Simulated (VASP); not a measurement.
## In2Se3: work function with PBE

In2Se3, a sheet with vacuum:

```xyz
5
Lattice="4.0456 0.0000 0.0000 -2.0228 3.5036 0.0000 0.0000 0.0000 22.7500" Properties=species:S:1:pos:R:3 pbc="T T T"
Se    0.0000    2.3357    7.9054
Se    2.0228    1.1679   11.6976
Se    0.0000    2.3357   14.7074
In    2.0228    1.1679    9.1690
In    0.0000    0.0000   13.3707
```

The cell was built by a generator and needn't be a form met in nature.

```
Program                : VASP 6.6.1
Task                   : work function
Functional             : PBE
Potentials or basis    : VASP PAW PBE potentials, release 64 (Se, In_d)
Cutoff                 : 520 eV
k mesh                 : 12 × 12 × 1
Occupations            : gaussian, width 0.03 eV
Spin                   : non-collinear spin, zero start, spin-orbit coupling
Starting moments       : [[0.0, 0.0, 0.0], [0.0, 0.0, 0.0], [0.0, 0.0, 0.0], [0.0, 0.0, 0.0], [0.0, 0.0, 0.0]] μB
Dipole correction      : yes
Further INCAR settings : ALGO = Normal; EDIFF = 1e-07
```

| Quantity | Value |
| --- | --- |
| Largest force | 0.099 eV/Å |
| Net moment | 0.00 μB per cell |
| Valence electrons inside the program's atomic spheres | Se 3.83, 3.84, 3.82; In 11.39, 11.29 |
| Work function of the upper face | 6.13 eV |
| Work function of the lower face | 4.92 eV |

Forces in eV/Å, atoms in the order of the input:
```
Se   0.000  0.000 -0.099
Se   0.000  0.000 -0.002
Se   0.000  0.000  0.079
In   0.000  0.000 -0.057
In   0.000  0.000  0.079
```

Moments on the atoms (μB; x, y, z):
```
Se  0.00 0.00 0.00
Se  0.00 0.00 0.00
Se  0.00 0.00 0.00
In  0.00 0.00 0.00
In  0.00 0.00 0.00
```

Wall time 11 min on 4 MPI ranks on Intel(R) Xeon(R) Platinum 8559C (Emerald Rapids), on a shared host, peak memory 1.5 GiB a rank.
